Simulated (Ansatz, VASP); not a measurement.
# ZnO (zincite): VASP beside Ansatz, part 2 of 2

One calculation is typed for both programs; each brings its own data sets. How far apart do they land? Of the first pair: The structure shown is the end of the Ansatz relaxation below.

VASP 6.6.1 and Ansatz 0.2.0.

So far. Step 3 (VASP: single point, LDA, pair 1): The run ends at a pressure of 3.44 GPa, with forces up to 0.0022 eV/Å.

## 6. VASP: relaxation of cell and atoms, LDA

Level of this step: LDA; plane waves and PAW (Zn, O) (VASP).

The same cell, functional (in two slightly different forms) and mesh now go to VASP, with its own data sets.

Contents of INCAR:

```
SYSTEM = ZnO
PREC = Accurate
ENCUT = 600
EDIFF = 1E-07
NELM = 120
ISMEAR = 0
SIGMA = 0.01
LREAL = .FALSE.
ALGO = Normal
GGA = PW92
NBANDS = 24
LORBIT = 11
LWAVE = .FALSE.
LCHARG = .FALSE.
ISIF = 3
IBRION = 2
NSW = 80
EDIFFG = -0.005
LASPH = .TRUE.
GGA_COMPAT = .FALSE.
NELMIN = 4
EFERMI = MIDGAP
KPAR = 2
```

Contents of POSCAR:

```
ZnO
1.0
    3.1868520000      0.0000000000      0.0000000000
   -1.5934260000      2.7598950000      0.0000000000
    0.0000000000      0.0000000000      5.1534130000
Zn O
2 2
Direct
    0.3333333334      0.6666666668      0.5003362335
    0.6666666668      0.3333333334      0.0003362335
    0.6666666668      0.3333333334      0.3786737546
    0.3333333334      0.6666666668      0.8786737546
```

Contents of KPOINTS:

```
Automatic mesh
0
Gamma
9 9 6
0 0 0
```

Potentials, in the order of the species: Zn and O (LDA family, release 64).

Started as:

```console
mpirun -np 2 vasp_std
```

Numbers of over 12 decimals in the logs are rounded to 6 here.

The log of the run:

```text
[banner, memory and clock lines left out]
running    2 mpi-ranks, on    1 nodes
[...]
[... a notice as in an earlier step ...]

 LDA part: xc-table for (Slater(with rela. corr.)+PW92), standard interpolation
 POSCAR, INCAR and KPOINTS ok, starting setup
[...]
entering main loop
       N       E                     dE             d eps       ncg     rms          rms(c)
DAV:   1     0.301614222137E+03    0.30161E+03   -0.20379E+04  2304   0.247E+03
DAV:   2     0.566432817855E+01   -0.29595E+03   -0.28014E+03  2496   0.459E+02
DAV:   3    -0.237733354420E+02   -0.29438E+02   -0.29197E+02  2624   0.149E+02
DAV:   4    -0.242679859580E+02   -0.49465E+00   -0.49422E+00  2672   0.200E+01
[...]
DAV:  13    -0.211748431298E+02   -0.16805E-05   -0.56349E-06  3592   0.709E-02    0.123E-02
DAV:  14    -0.211748408751E+02    0.22547E-05   -0.39131E-06  3360   0.223E-02    0.308E-03
DAV:  15    -0.211748408347E+02    0.40398E-07   -0.91057E-07  2416   0.758E-03
   1 F= -.21174841E+02 E0= -.21174841E+02  d E =-.211748E+02
[...]
DAV:   7    -0.211752837023E+02   -0.40738E-06   -0.15931E-06  2544   0.173E-02    0.321E-03
DAV:   8    -0.211752836211E+02    0.81189E-07   -0.62690E-07  2528   0.169E-02
   2 F= -.21175284E+02 E0= -.21175284E+02  d E =-.442786E-03
 trial-energy change:   -0.000443  1 .order   -0.000401   -0.002417    0.001615
 step:   0.6142(harm=  0.5994)  dis= 0.00002  next Energy=   -21.175593 (dE=-0.752E-03)
[...]
N       E                     dE             d eps       ncg     rms          rms(c)
DAV:   1    -0.211808439079E+02   -0.55602E-02   -0.70675E-02  2728   0.518E+00    0.524E-01
DAV:   2    -0.211761631688E+02    0.46807E-02   -0.16410E-02  2768   0.280E+00    0.193E-01
DAV:   3    -0.211757544132E+02    0.40876E-03   -0.25577E-04  3040   0.376E-01    0.107E-01
DAV:   4    -0.211755853491E+02    0.16906E-03   -0.13706E-04  3880   0.225E-01    0.108E-02
DAV:   5    -0.211755876903E+02   -0.23412E-05   -0.45586E-05  2384   0.582E-02    0.804E-03
DAV:   6    -0.211755869830E+02    0.70727E-06   -0.54794E-06  2640   0.213E-02    0.144E-03
DAV:   7    -0.211755870296E+02   -0.46626E-07   -0.52395E-07  2368   0.675E-03
   3 F= -.21175587E+02 E0= -.21175587E+02  d E =-.746195E-03
[...]
reached required accuracy - stopping structural energy minimisation
```

Parts of OUTCAR (step 6):

```text
  Total       -0.0184986     -0.0184986     -0.0184312      0.0000000      0.0000000      0.0000000
  in kB       -0.6501421     -0.6501422     -0.6477736      0.0000000      0.0000000      0.0000000
  external PRESSURE =      -0.6493527 kB  Pullay stress =       0.0000000 kB

 POSITION                                       TOTAL-FORCE (eV/Angst)
 -----------------------------------------------------------------------------------
      0.00000      1.84347      2.58335         0.000000      0.000000     -0.000528
      1.59649      0.92173      0.00176        -0.000000     -0.000000     -0.000528
      1.59649      0.92173      1.95514         0.000000      0.000000      0.000528
      0.00000      1.84347      4.53674        -0.000000     -0.000000      0.000528
 -----------------------------------------------------------------------------------
    total drift:                               -0.000000     -0.000001     -0.001066

  FREE ENERGIE OF THE ION-ELECTRON SYSTEM (eV)
  ---------------------------------------------------
  free  energy   TOTEN  =       -21.1755870296 eV

  energy  without entropy=      -21.1755870296  energy(sigma->0) =      -21.17558703

 reached required accuracy - stopping structural energy minimisation

[... 1 part as in an earlier step ...]

[... 2 further parts left out ...]
[key lines of the parts left out:]
E-fermi :   1.6947
```

## 7. Differences

What differs besides the data sets and the points named for the pairs above, as far as they apply: Ansatz adds a Pulay correction to the stress that steers its cell, VASP none. Total energies have different zeros and are not compared.

Both answers:

```
                                         quantity  Ansatz   VASP  difference
                                      volume (Å³)   45.32  45.59     -0.58 %
edge a after relaxation, in the typed setting (Å)   3.187  3.193     -0.19 %
edge c after relaxation, in the typed setting (Å)   5.153  5.163     -0.20 %
```

## 8. Ansatz: relaxation, LDA

This run makes the geometry at which the two programs are then compared.

The structure compared here is the end of the Ansatz relaxation.

Contents of input.yaml:

```yaml
crystal:
  lattice:
    - [3.2027445196, 0.0, 0.0]
    - [-1.6013722598, 2.7736581158, 0.0]
    - [0.0, 0.0, 5.1783437004]
  atoms:
    - { symbol: Zn, position: [0.3333333333, 0.6666666667, 0.5003164212] }
    - { symbol: Zn, position: [0.6666666667, 0.3333333333, 0.0003164212] }
    - { symbol: O, position: [0.6666666667, 0.3333333333, 0.3786935788] }
    - { symbol: O, position: [0.3333333333, 0.6666666667, 0.8786935788] }
kpoints:
  mp_grid: { grid: [9, 9, 6] }
hamiltonian:
  xc: lda
scf:
  occupations: { method: fixed }
output:
  forces: true
  stress: true
  eigenvalues: true
relax:
  adjacent_minimum: "off"
  f_tol: 0.001
  max_steps: 60
  cell: { stress_tol: 0.01, fix: [volume] }
```

Started as:

```console
ansatz run input.yaml --threads 4 --pin off --max-ram 8192MiB --backend cpu --events-out ev --progress --plain --runs-dir out
```

The log of the run:

```text
[...]
Crystal: 4 atoms, lattice volume = 46.001 Å³
Basis set: ecut = 420 eV, 917 PW (Γ)
Bands: 22, of which v1, the nominal top of the filled ones, is band 18 counted from 1 (17 counted from 0)
Symmetry: 12 space group operations
[...]
k-points: 48 of 486 (time reversal used)
[...]
--- Relaxed structure (3 steps of the walk, 3 accepted, 1 SCFs on fresh bases) ---
[...]
cell:  # Å, volume = 46.0009 Å³
    - [3.202973, 0, 0]
    - [-1.601486, 2.773856, 0]
    - [0, 0, 5.177606]
  atoms:
    - { symbol: Zn, position: [0.333333, 0.666667, 0.500263] }
    - { symbol: Zn, position: [0.666667, 0.333333, 0.000263085] }
    - { symbol: O, position: [0.666667, 0.333333, 0.378747] }
    - { symbol: O, position: [0.333333, 0.666667, 0.878747] }
[key lines of the parts left out:]
SCF converged after 6 iterations
Free energy (F): -7603.934835 eV
Fermi energy:    7.300620 eV
P = ⅓ Tr σ = -2.3240 GPa (-23.240 kbar)
```

## 9. VASP: single point, LDA, pair 3

The same cell, functional (in two slightly different forms) and mesh now go to VASP, with its own data sets.

Contents of INCAR:

```
SYSTEM = ZnO
PREC = Accurate
ENCUT = 600
EDIFF = 1E-06
NELM = 120
ISMEAR = 0
SIGMA = 0.01
LREAL = .FALSE.
ALGO = Normal
GGA = PW92
NBANDS = 24
LORBIT = 11
LWAVE = .FALSE.
LCHARG = .FALSE.
ISIF = 2
LASPH = .TRUE.
GGA_COMPAT = .FALSE.
EFERMI = MIDGAP
KPAR = 2
```

Contents of POSCAR:

```
ZnO
1.0
    3.2029726895      0.0000000000      0.0000000000
   -1.6014863447      2.7738557167      0.0000000000
    0.0000000000      0.0000000000      5.1776059483
Zn O
2 2
Direct
    0.3333333334      0.6666666668      0.5002630853
    0.6666666668      0.3333333334      0.0002630853
    0.6666666668      0.3333333334      0.3787469147
    0.3333333334      0.6666666668      0.8787469147
```

KPOINTS is that of step 6.

Started as:

```console
mpirun -np 2 vasp_std
```

The log of the run:

```text
[... set-up lines as in an earlier step ...]
 entering main loop
       N       E                     dE             d eps       ncg     rms          rms(c)
DAV:   1     0.304893764770E+03    0.30489E+03   -0.20346E+04  2320   0.246E+03
DAV:   2     0.768176843895E+01   -0.29721E+03   -0.28179E+03  2448   0.461E+02
DAV:   3    -0.237050094326E+02   -0.31387E+02   -0.31102E+02  2664   0.152E+02
DAV:   4    -0.242587885750E+02   -0.55378E+00   -0.55349E+00  2624   0.210E+01
[...]
DAV:  13    -0.211751816461E+02   -0.21638E-05   -0.74561E-06  2912   0.792E-02    0.124E-02
DAV:  14    -0.211751794317E+02    0.22144E-05   -0.39843E-06  2584   0.202E-02    0.376E-03
DAV:  15    -0.211751793073E+02    0.12441E-06   -0.10412E-06  1328   0.838E-03
   1 F= -.21175179E+02 E0= -.21175179E+02  d E =0.000000E+00
```

OUTCAR, selected parts (step 9):

```text
  Total       -0.4194776     -0.4194776     -0.4177090     -0.0000000     -0.0000000      0.0000000
  in kB      -14.6101016    -14.6101016    -14.5485028     -0.0000000     -0.0000000      0.0000000
  external PRESSURE =     -14.5895687 kB  Pullay stress =       0.0000000 kB

 POSITION                                       TOTAL-FORCE (eV/Angst)
 -----------------------------------------------------------------------------------
      0.00000      1.84924      2.59017         0.000000     -0.000000      0.001153
      1.60149      0.92462      0.00136         0.000000     -0.000000      0.001153
      1.60149      0.92462      1.96100         0.000000     -0.000000     -0.001153
      0.00000      1.84924      4.54981        -0.000000      0.000000     -0.001153
 -----------------------------------------------------------------------------------
    total drift:                               -0.000000     -0.000001     -0.000917

  FREE ENERGIE OF THE ION-ELECTRON SYSTEM (eV)
  ---------------------------------------------------
  free  energy   TOTEN  =       -21.1751793073 eV

  energy  without entropy=      -21.1751793073  energy(sigma->0) =      -21.17517931

[... 1 part as in an earlier step ...]

[... 2 further parts left out ...]
[key lines of the parts left out:]
E-fermi :   1.5995
```

The run ends at a pressure of -1.46 GPa, with forces up to 0.0012 eV/Å.

## 10. Comparison

Compared:

```
              quantity  Ansatz   VASP  difference
        pressure (GPa)   -2.32  -1.46       -0.87
gap on the k mesh (eV)   0.777  0.792      -0.015
```

A gap on the mesh is an upper bound, since the band edges may lie between its points.

## 11. What came out

```yaml
difference_in_gap_on_the_k_mesh_single_point_lda_pair_1: -0.015 eV
difference_in_pressure_single_point_lda_pair_1: -0.92 GPa
difference_in_volume_relaxation_of_cell_and_atoms_lda: -0.58 %
difference_in_gap_on_the_k_mesh_single_point_lda_pair_3: -0.015 eV
difference_in_pressure_single_point_lda_pair_3: -0.87 GPa
```

The difference in pressure is -0.92 GPa (single point, LDA, pair 1), within the 1 GPa picked in this series as the mark of a large difference. 3 further runs of this series are not shown here. How closely two codes agree says nothing of how well the functional describes the real material.

[Lines on the potential files, build, host, timing and source positions are cut from VASP's logs without a mark.]

[Logs are printed without paths, hosts, clocks, repeated set-up lines and the standing remarks that a program may print on its own settings, such as how far it seeks lower states.]

[Hosts, paths, dates, database ids (printed as entryN), source tags and the programs' standing remarks are cut or masked in the printed files.]
